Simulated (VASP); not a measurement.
# InH₃S₂O: harmonic vibrations of a molecule

InH₃S₂O, molecule in box, 7 atoms in the cell. PBE, harmonic vibrations; PAW potentials O, In_d, S, H (PBE set).

## Input

INCAR.step1:
```
PREC = Accurate
ENCUT = 400
EDIFF = 1E-8
ISMEAR = 0
SIGMA = 0.01
ISYM = 0
LREAL = F
LASPH = T
NELM = 100
ALGO = Normal
LWAVE = F
LCHARG = F
IBRION = 2
NSW = 60
ISIF = 2
EDIFFG = -0.002
POTIM = 0.5
```

INCAR.step2:
```
PREC = Accurate
ENCUT = 400
EDIFF = 1E-8
ISMEAR = 0
SIGMA = 0.01
ISYM = 0
LREAL = F
LASPH = T
NELM = 100
ALGO = Normal
LWAVE = F
LCHARG = F
IBRION = 5
NFREE = 2
POTIM = 0.015
NSW = 1
```

KPOINTS:
```
k-points
0
Gamma
  1 1 1
```

POSCAR.step1:
```
InH3S2O
1.0
   14.0000000000      0.0000000000      0.0000000000
    0.0000000000     14.0000000000      0.0000000000
    0.0000000000      0.0000000000     11.0000000000
O In S H
1 1 2 3
Direct
    0.3898428600      0.5339178600      0.4569272700
    0.5195928600      0.4896607100      0.5002090900
    0.6204714300      0.6087750000      0.5824727300
    0.5629714300      0.3276750000      0.4680909100
    0.3500714300      0.4845107100      0.4237090900
    0.5515714300      0.6753250000      0.5731090900
    0.6517857100      0.3406607100      0.5113909100
```

Commands (each step's output is kept before the next begins):
```
cat potpaw_PBE.64/O/POTCAR potpaw_PBE.64/In_d/POTCAR potpaw_PBE.64/S/POTCAR potpaw_PBE.64/H/POTCAR > POTCAR
cp INCAR.step1 INCAR
cp POSCAR.step1 POSCAR
mpirun -np 8 vasp_gam > vasp.out
cp CONTCAR POSCAR
cp INCAR.step2 INCAR
mpirun -np 8 vasp_gam > vasp.out
```

## Result

- Vibrations (cm⁻¹; a negative value is imaginary): 3737, 2628, 2621, 803, 670, 644, 557, 352, 311, 271, 228, 175, 106, 105, 72
- Zero-point energy (eV): 0.823
- Translations and rotations, which should read zero (cm⁻¹): -6, -6, -1, 9, 10, 13
- Vibrational entropy at 298 K (meV/K): 0.894
- Displaced cells: 42
- Ionic steps, all stages: 91
- Electronic steps, all stages: 1584

VASP 6.6.1 took 916 s on 8 cores (Intel Xeon Platinum 8559C (Emerald Rapids)), a shared host.
